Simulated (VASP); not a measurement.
Input:

```xyz
2
Lattice="0.0000 2.5945 2.5945 2.5945 0.0000 2.5945 2.5945 2.5945 0.0000" Properties=species:S:1:pos:R:3 pbc="T T T"
Mg     0.0000     0.0000     0.0000
S      2.5945     2.5945     2.5945
```

These are PBE GGA, VASP's PBE PAW potentials (set 64) (plane waves; VASP) values and carry that method's errors. Numerical set-up: 300 eV cut-off, 11×11×11 Γ-centred mesh, Gaussian smearing of 0.050 eV, potentials Mg S.

### Question
Give the stress tensor in GPa (positive for a compressed cell).

### Answer

```
1.37  0.00  0.00
0.00  1.37  0.00
0.00  0.00  1.37
```
The pressure is its mean diagonal, 1.37 GPa.

The structure comes from a computed database's MgS entry; how it stands against other phases isn't given here. The cell was not relaxed at this level.
